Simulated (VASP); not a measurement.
Given:

```
Pt
1.0
    0.00000     1.95287     1.95287
    1.95287     0.00000     1.95287
    1.95287     1.95287     0.00000
Pt
1
Direct
  0.00000   0.00000   0.00000
```

All values below come from AM05 GGA, VASP's PBE PAW potentials (set 64) (plane waves; VASP). Settings: 520 eV cut-off, Gaussian smearing of 0.050 eV, potentials Pt.

Unless said otherwise, spin-orbit coupling is left out, though it shifts the bands of the heavy elements here.

**Question.** Predict the band gap (along the path) with the smallest direct gap where there is one.

**Answer.** 
* **band gap (along the path)**: none (metal, semimetal or under 0.01 eV)

The absolute energy has meaning only against runs of the same code, potentials and settings.

The compound is Pt in the fcc structure. It was relaxed first.
